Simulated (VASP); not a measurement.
Given:

```
CELL_PARAMETERS angstrom
      3.91680     0.00000     0.00000
      0.00000     3.91680     0.00000
      0.00000     0.00000     3.91680
ATOMIC_POSITIONS crystal
  Tl 0.00000 0.00000 0.00000
  Cl 0.50000 0.50000 0.50000
```

Level of theory: PBE GGA, VASP's PBE PAW potentials (set 64) (plane waves; VASP). Numerical set-up: 400 eV cut-off, 5×5×5 Γ-centred mesh, Gaussian smearing of 0.050 eV, potentials Tl_d Cl.

Task: Estimate the energy per atom (σ→0).

Result: 
The energy per atom (σ→0) is -3.008 eV/atom.

The compound is TlCl in the CsCl type structure. The cell was not relaxed at this level.
